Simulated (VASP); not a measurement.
Given:

```yaml
crystal:
  lattice:
    - [4.16355, 0.00000, 0.00000]
    - [0.00000, 4.16355, 0.00000]
    - [0.00000, 0.00000, 4.16355]
  atoms:
    - { symbol: Ba, position: [0.00000, 0.00000, 0.00000] }
    - { symbol: Zr, position: [0.50000, 0.50000, 0.50000] }
    - { symbol: O, position: [0.50000, 0.00000, 0.50000] }
    - { symbol: O, position: [0.00000, 0.50000, 0.50000] }
    - { symbol: O, position: [0.50000, 0.50000, 0.00000] }
```

All values below come from MS2 meta-GGA, VASP's PBE PAW potentials (set 64) (plane waves; VASP). Run with 520 eV cut-off, 5×5×5 Γ-centred mesh, Gaussian smearing of 0.050 eV, potentials Ba_sv Zr_sv O.

Question: Estimate the energy per atom (σ→0), pressure.

Answer: 
| Item | Result |
|---|---|
| energy per atom (σ→0) | -828.3 kJ/mol of atoms |
| pressure | 5.26 GPa |

Total energies compare only between runs with the same potentials, cut-off and functional.

The compound is BaZrO3 in the cubic perovskite structure. This cell is one point of a volume scan, at 0.97 of the reference volume.
